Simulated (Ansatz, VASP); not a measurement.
## Cross-check of Ge (amorphous Ge) between VASP and Ansatz

One calculation is typed for both programs; each brings its own data sets. How far apart do they land? Of the first pair: The structure shown is the start of the Ansatz relaxation below; VASP solves that cell, so the two are compared at the walk's first step.

Program: Ansatz 0.2.0. Level of theory: plane waves, with VASP 6.6.1 beside it; single point at r2SCAN. Results are calculated unless marked as measured.

## Step 1: Set-up

The cell holds 61 atoms: 61 Ge. Cell: a = 11.722 Å, b = 11.722 Å, c = 11.722 Å, α = 90.0°, β = 90.0°, γ = 90.0°. As first built, before any earlier steps moved the atoms (in the runner's words): 61 atoms (61 Ge) placed at random at 4.57 g/cm^3, melted at 3500 K for 10 ps at fixed volume with the Tersoff potential (Tersoff, Phys. Rev. B 39, 5566 (1989)). Quenched from 3500 K to 100 K at 5 K/ps and fixed volume, held 5 ps, then minimised at fixed cell.

## Step 2: Ansatz: relaxation, r2SCAN

Ansatz runs on its PAW soft_1 files.

The two programs are compared at the cell with which this relaxation starts, whose forces are those of its first step.

input.yaml

```yaml
crystal:
  lattice:
    - [11.7217, 0.0, 0.0]
    - [0.0, 11.7217, 0.0]
    - [0.0, 0.0, 11.7217]
  atoms:
    - { symbol: Ge, position: [0.6154, 0.15946, 0.75838] }
    - { symbol: Ge, position: [0.21357, 0.38689, 0.68537] }
    - { symbol: Ge, position: [0.40297, 0.59343, 0.15297] }
    - { symbol: Ge, position: [0.3522, 0.77753, 0.44298] }
    - { symbol: Ge, position: [0.43589, 0.75185, 0.02195] }
    - { symbol: Ge, position: [0.49476, 0.65224, 0.34513] }
    - { symbol: Ge, position: [0.18478, 0.55215, 0.16733] }
    - { symbol: Ge, position: [0.41958, 0.85832, 0.63986] }
    - { symbol: Ge, position: [0.11632, 0.645, 0.98339] }
    - { symbol: Ge, position: [0.1538, 0.17367, 0.02851] }
    - { symbol: Ge, position: [0.31145, 0.94199, 0.31896] }
    - { symbol: Ge, position: [0.78654, 0.88338, 0.21392] }
    - { symbol: Ge, position: [0.36097, 0.49938, 0.80602] }
    - { symbol: Ge, position: [0.9804, 0.24206, 0.91721] }
    - { symbol: Ge, position: [0.64988, 0.1036, 0.97055] }
    - { symbol: Ge, position: [0.27227, 0.18083, 0.68879] }
    - { symbol: Ge, position: [0.12498, 0.03605, 0.69031] }
    - { symbol: Ge, position: [0.66941, 0.40991, 0.96389] }
    - { symbol: Ge, position: [0.34233, 0.27569, 0.09132] }
    - { symbol: Ge, position: [0.57176, 0.15553, 0.3051] }
    - { symbol: Ge, position: [0.25536, 0.45521, 0.47659] }
    - { symbol: Ge, position: [0.47021, 0.48518, 0.47325] }
    - { symbol: Ge, position: [0.00187, 0.39795, 0.76452] }
    - { symbol: Ge, position: [0.81952, 0.99021, 0.5152] }
    - { symbol: Ge, position: [0.79772, 0.24923, 0.03539] }
    - { symbol: Ge, position: [0.17101, 0.65782, 0.46413] }
    - { symbol: Ge, position: [0.66364, 0.3781, 0.74639] }
    - { symbol: Ge, position: [0.99861, 0.85064, 0.21484] }
    - { symbol: Ge, position: [0.86772, 0.22807, 0.24261] }
    - { symbol: Ge, position: [0.48932, 0.12032, 0.11146] }
    - { symbol: Ge, position: [0.75151, 0.78504, 0.57305] }
    - { symbol: Ge, position: [0.95056, 0.07839, 0.79484] }
    - { symbol: Ge, position: [0.08904, 0.7839, 0.61923] }
    - { symbol: Ge, position: [0.21743, 0.97269, 0.97151] }
    - { symbol: Ge, position: [0.291, 0.68714, 0.87899] }
    - { symbol: Ge, position: [0.90612, 0.8949, 0.88432] }
    - { symbol: Ge, position: [0.37596, 0.93818, 0.11129] }
    - { symbol: Ge, position: [0.62938, 0.74154, 0.93339] }
    - { symbol: Ge, position: [0.81212, 0.39145, 0.37692] }
    - { symbol: Ge, position: [0.58619, 0.73373, 0.70918] }
    - { symbol: Ge, position: [0.07671, 0.18669, 0.23402] }
    - { symbol: Ge, position: [0.02955, 0.96417, 0.51359] }
    - { symbol: Ge, position: [0.04151, 0.65626, 0.28833] }
    - { symbol: Ge, position: [0.9468, 0.58, 0.87106] }
    - { symbol: Ge, position: [0.75991, 0.06033, 0.32292] }
    - { symbol: Ge, position: [0.91098, 0.74269, 0.72837] }
    - { symbol: Ge, position: [0.80299, 0.13959, 0.66038] }
    - { symbol: Ge, position: [0.24153, 0.8613, 0.76137] }
    - { symbol: Ge, position: [0.45025, 0.43716, 0.00185] }
    - { symbol: Ge, position: [0.52673, 0.52636, 0.67517] }
    - { symbol: Ge, position: [0.7768, 0.58258, 0.02002] }
    - { symbol: Ge, position: [0.83606, 0.57764, 0.25192] }
    - { symbol: Ge, position: [0.45181, 0.07584, 0.63741] }
    - { symbol: Ge, position: [0.7051, 0.72307, 0.34931] }
    - { symbol: Ge, position: [0.73417, 0.91008, 0.00306] }
    - { symbol: Ge, position: [0.1094, 0.9943, 0.32224] }
    - { symbol: Ge, position: [0.60398, 0.35429, 0.36672] }
    - { symbol: Ge, position: [0.42414, 0.08451, 0.42539] }
    - { symbol: Ge, position: [0.05875, 0.84387, 0.01731] }
    - { symbol: Ge, position: [0.21634, 0.35632, 0.26868] }
    - { symbol: Ge, position: [0.84256, 0.35034, 0.61053] }
kpoints:
  mp_grid: { grid: [1, 1, 1] }
hamiltonian:
  xc: r2scan
  pseudopotentials: { kind: paw, azcp: { folder: soft_1 } }
scf:
  occupations: { method: fermi_dirac, width: 0.025 }
output:
  forces: true
relax:
  f_tol: 0.05
  max_steps: 120
```

Launch:

```
$ ansatz run input.yaml --threads 4 --pin off --max-ram 15872MiB --backend cpu --events-out ev --progress --plain --runs-dir out
```

Numbers of over 12 decimals in the logs are rounded to 6 here.

The program printed:

```text
Engine: ansatz 0.2.0, aarch64-unknown-linux-gnu
Pseudopotentials: kind: paw
Pseudopotential: Ge, paw, valence charge 14, recommended cutoff 500 eV (meta_gga), soft_1/Ge.paw.azcp
Functional definition: r2SCAN
  parameter k0 = 0.174
  parameter k1 = 0.065
  parameter a1 = 4.9479
  exchange = r2scan_x(k0 = k0, k1 = k1, a1 = a1)
  correlation = r2scan_c
Crystal: 61 atoms, lattice volume = 1610.541 Å³
Basis set: ecut = 500 eV, 40747 PW (Γ), exchange–correlation on 360×360×360 points (64 copies of the dense FFT grid, shifted against one another)
Bands: 513, of which v1, the nominal top of the filled ones, is band 427 counted from 1 (426 counted from 0)
Symmetry: 1 space group operations
Space group: P1 (ITA 1), of the structure as read, at distance tolerance 1.2e-4 Å
k-points: 1
Non-local potential: Ge, projectors of the file, l = 0: 2, l = 1: 2, l = 2: 3, l = 3: 1
PAW form: soft (Blöchl's): semilocal exchange-correlation on the pseudo side does not see the compensation charge
PAW frozen core: Ge, regenerated for the run's functional (the file was generated under x = pbe(κ = 0.804, μ = 0.219515), c = pbe(β = 0.066725))
PAW one-centre angular grid: Ge, 590 points (default); XC on 160 Gauss nodes
Initial density: superposition of atomic densities (chi_scale 0.1, normalization cell)
Initial wavefunctions: pseudopotential atomic-orbital guess
Functional: x = r2scan, c = r2scan; τ floored in thin density (d = 2e-4 eV/Å³)
iter 1 solved again at ethr=2.35e-3 eV; its pass at ethr=3.10e-3 eV (dr2=2.01e1 eV) is discarded
SCF iter   1: F=—  HF=-262459.038250 eV  |F-HF|=—  |Δ(HF+E_count)|=         —  Δρ=3.16e-2  dr2=2.01e1  dr2_τ=1.04e-1  ethr=2.35e-3  ⟨swp⟩=2.0  Hψ=2426  notcnv=0
preconditioner: auto → LDOS  [insulator: Δε(μ)=0.163 eV  Ē_g=22.718 eV  σ=0.025 eV  W_gap=0.93  n_scr=388 (ndim 8)  ℏωp=27.0 eV  f_vac=0.082  D(μ)=5.85/eV (n_scr^D=18)  ε∞_Penn≈2.4  β→1.0]
SCF iter   2: F=—  HF=-262461.349654 eV  |F-HF|=—  |Δ(HF+E_count)|=    2.31e0  Δρ=9.79e-3  dr2=1.50e1  dr2_τ=3.68e-2  ethr=2.35e-3  ⟨swp⟩=3.0  Hψ=1322  notcnv=0  defer=72
SCF iter   3: F=—  HF=-262459.512963 eV  |F-HF|=—  |Δ(HF+E_count)|=    1.84e0  Δρ=3.95e-3  dr2=3.95e-1  dr2_τ=4.51e-3  ethr=1.76e-3  ⟨swp⟩=3.0  Hψ=553  notcnv=0  defer=72
SCF iter   4: F=—  HF=-262459.506871 eV  |F-HF|=—  |Δ(HF+E_count)|=   6.09e-3  Δρ=1.46e-3  dr2=1.24e-1  dr2_τ=7.19e-4  ethr=4.63e-5  ⟨swp⟩=3.0  Hψ=950  notcnv=0  defer=58
automatic band count: iteration 4 solves 495 bands in place of 513: the levels show a gap, and the empty bands left out lie too high to hold charge; the band table lists the bands solved (type scf.n_extra_bands for more)
SCF iter   5: F=—  HF=-262459.487141 eV  |F-HF|=—  |Δ(HF+E_count)|=   1.97e-2  Δρ=5.50e-4  dr2=2.33e-2  dr2_τ=6.23e-5  ethr=1.45e-5  ⟨swp⟩=4.0  Hψ=1051  notcnv=0  defer=76
automatic band count: iteration 5 solves 513 bands in place of 495: the levels no longer show a gap clear of their residuals, so the SCF keeps every band
SCF iter   6: F=—  HF=-262459.486409 eV  |F-HF|=—  |Δ(HF+E_count)|=   7.32e-4  Δρ=2.70e-4  dr2=4.95e-3  dr2_τ=1.01e-5  ethr=2.73e-6  ⟨swp⟩=2.0  Hψ=596  notcnv=0  defer=76
SCF iter   7: F=—  HF=-262459.486173 eV  |F-HF|=—  |Δ(HF+E_count)|=   2.36e-4  Δρ=1.46e-4  dr2=1.25e-3  dr2_τ=2.08e-6  ethr=5.80e-7  ⟨swp⟩=2.0  Hψ=530  notcnv=0  defer=76
SCF iter   8: F=—  HF=-262459.486069 eV  |F-HF|=—  |Δ(HF+E_count)|=   1.04e-4  Δρ=6.96e-5  dr2=2.28e-4  dr2_τ=6.03e-7  ethr=1.46e-7  ⟨swp⟩=2.0  Hψ=530  notcnv=0  defer=76
SCF iter   9: F=-262459.486001 eV  HF=-262459.486043 eV  |F-HF|=4.28e-5  |Δ(HF+E_count)|=   2.58e-5  Δρ=3.55e-5  dr2=5.75e-5  dr2_τ=1.40e-7  ethr=7.32e-9  ⟨swp⟩=2.0  Hψ=1765  notcnv=0
SCF 1 converged in 9 iterations: F = -262459.486001 eV  dr2 = 5.75e-5
  greatest PAW one-centre occupation: 0.998 electrons in one spin orbital (limit 2), on the Ge atom at site 51 (counted from 0), in its partial waves of l = 2
relax step   1: F+E_penalty+E_count = -262459.48600057 eV  Δ(F+E_penalty+E_count) = +0.000e0 eV  max|allowed force component| = 8.616e-1 eV/Å  Δτ_max = 0.0000 Å  (9 SCF iters, dr2 threshold 6.25e-5 eV, accepted)
Initial density: handed on by an earlier stage of this run
Initial wavefunctions: those handed on with the density
iter 1 solved again at ethr=5.93e-5 eV; its pass at ethr=3.10e-3 eV (dr2=5.06e-1 eV) is discarded
SCF iter   1: F=—  HF=-262458.726605 eV  |F-HF|=—  |Δ(HF+E_count)|=         —  Δρ=7.24e-3  dr2=5.09e-1  dr2_τ=7.13e-1  ethr=5.93e-5  ⟨swp⟩=2.0  Hψ=1602  notcnv=0  defer=58
automatic band count: iteration 1 solves 495 bands in place of 513: the levels show a gap, and the empty bands left out lie too high to hold charge; the band table lists the bands solved (type scf.n_extra_bands for more)
preconditioner: auto → LDOS  [insulator: Δε(μ)=0.063 eV  Ē_g=22.186 eV  σ=0.025 eV  W_gap=0.56  n_scr=388 (ndim 8)  ℏωp=27.0 eV  f_vac=0.139  D(μ)=27.55/eV (n_scr^D=146)  ε∞_Penn≈2.5  β→1.0]
[...]
E_vtau       = 220.187533  (kinetic-family band-sum trace: ∫τ·v_τ [+ j·A + Jᵃ·Aᵃ] dr)
  E_ewald      = -74310.153265
  E_core_change = -66.231400  (= ΣΔE_core)
  E_smearing   = -0.010577  (= −TS)
  E_closure    = 0.000000  (closes the sum)
  Σ components = -262460.938338   (vs F -262460.938338, Δ=0.00e0)
--- Forces (eV/Å), atoms counted from 1 ---
  atom   1  Ge     0.00921677     0.00084809    -0.01698646
  atom   2  Ge    -0.00949358    -0.00754986     0.01296898
  atom   3  Ge     0.00813743    -0.00454179     0.00801950
  atom   4  Ge    -0.00880736    -0.01141558     0.00338214
  atom   5  Ge    -0.00128104    -0.01163389     0.00449097
  atom   6  Ge    -0.00372268     0.00079033     0.01034603
  atom   7  Ge    -0.00669838     0.00710665    -0.00202210
  atom   8  Ge    -0.00013776     0.00199794     0.01478770
  atom   9  Ge    -0.01264161    -0.00130169     0.00882233
  atom  10  Ge    -0.00760945     0.00953703    -0.02130176
  atom  11  Ge     0.01003833    -0.00107553    -0.01519928
  atom  12  Ge    -0.00557957     0.01146456     0.00752752
  atom  13  Ge    -0.00181364     0.00123345    -0.00270230
  atom  14  Ge     0.00955488     0.00117279    -0.00266886
  atom  15  Ge    -0.00095738     0.00202708     0.00612509
  atom  16  Ge     0.03151426    -0.02560846    -0.01507260
  atom  17  Ge     0.00340327     0.00235059    -0.00369563
  atom  18  Ge    -0.00276745     0.01152045     0.00145134
  atom  19  Ge     0.00291752    -0.00568661     0.00523294
  atom  20  Ge     0.00187643    -0.02456821    -0.03162599
  atom  21  Ge     0.00744069     0.00155475     0.01186869
  atom  22  Ge    -0.01037090     0.00078478    -0.01660974
  atom  23  Ge     0.01038900     0.02057211     0.00568679
  atom  24  Ge    -0.01308086    -0.00565676     0.01034148
[...]
atom  54  Ge     0.01489692    -0.02495761    -0.00061027
  atom  55  Ge    -0.00064185    -0.01718676    -0.00465658
  atom  56  Ge     0.00562716     0.01685385     0.00077310
  atom  57  Ge     0.00376463    -0.00301810     0.02353027
  atom  58  Ge    -0.04580659     0.04043956     0.03715900
  atom  59  Ge    -0.00887744    -0.00581970     0.02999123
  atom  60  Ge     0.00841025    -0.00775509    -0.01518906
  atom  61  Ge     0.00357540    -0.00245417    -0.00191114
  max |Σ_I F_I| component: 8.59e-6 eV/Å
--- Relaxed structure (9 steps of the walk, 9 accepted, 0 SCFs on fresh bases) ---
  F+E_penalty+E_count = -262460.93833764 eV   max|allowed force component| = 4.581e-2 eV/Å
  atoms:
    - { symbol: Ge, position: [0.624438, 0.162391, 0.759247] }
    - { symbol: Ge, position: [0.221717, 0.380533, 0.672668] }
    - { symbol: Ge, position: [0.403559, 0.596942, 0.151966] }
    - { symbol: Ge, position: [0.362350, 0.779680, 0.444089] }
    - { symbol: Ge, position: [0.431598, 0.757069, 0.019526] }
    - { symbol: Ge, position: [0.504609, 0.652767, 0.341890] }
    - { symbol: Ge, position: [0.186321, 0.555783, 0.168933] }
    - { symbol: Ge, position: [0.420800, 0.856486, 0.646301] }
    - { symbol: Ge, position: [0.111456, 0.635038, 0.981963] }
    - { symbol: Ge, position: [0.152033, 0.177826, 0.031514] }
    - { symbol: Ge, position: [0.307296, 0.944936, 0.322212] }
    - { symbol: Ge, position: [0.773328, 0.880031, 0.214254] }
    - { symbol: Ge, position: [0.366427, 0.501956, 0.805945] }
    - { symbol: Ge, position: [0.983197, 0.245484, 0.916616] }
    - { symbol: Ge, position: [0.651779, 0.105443, 0.975533] }
    - { symbol: Ge, position: [0.283901, 0.176653, 0.617855] }
    - { symbol: Ge, position: [0.123395, 0.042891, 0.669800] }
    - { symbol: Ge, position: [0.673992, 0.415081, 0.957666] }
    - { symbol: Ge, position: [0.335890, 0.279804, 0.093811] }
    - { symbol: Ge, position: [0.559204, 0.163712, 0.314214] }
    - { symbol: Ge, position: [0.258841, 0.457246, 0.468285] }
    - { symbol: Ge, position: [0.474462, 0.488679, 0.475199] }
    - { symbol: Ge, position: [0.00685825, 0.394712, 0.757629] }
    - { symbol: Ge, position: [0.817545, 0.986087, 0.514699] }
[...]
- { symbol: Ge, position: [0.713857, 0.715829, 0.354275] }
    - { symbol: Ge, position: [0.726139, 0.908605, -0.000575034] }
    - { symbol: Ge, position: [0.102852, 0.996575, 0.320022] }
    - { symbol: Ge, position: [0.611465, 0.348357, 0.396155] }
    - { symbol: Ge, position: [0.398366, 0.102617, 0.440094] }
    - { symbol: Ge, position: [0.054174, 0.835966, 0.018958] }
    - { symbol: Ge, position: [0.214710, 0.360400, 0.262539] }
    - { symbol: Ge, position: [0.840423, 0.336185, 0.620136] }
```

Reading the cycles: dr2 is the Hartree energy of the density residual (eV), the measure of convergence; HF is the Harris–Foulkes estimate of the energy, which meets the free energy F at convergence.

[end of part 1 of 3]

[Lines on the potential files, build, host, timing and source positions are cut from VASP's logs without a mark.]

[Logs are printed without paths, hosts, clocks, repeated set-up lines and the standing remarks that a program may print on its own settings, such as how far it seeks lower states.]

[Hosts, paths, dates, database ids (printed as entryN), source tags and the programs' standing remarks are cut or masked in the printed files.]
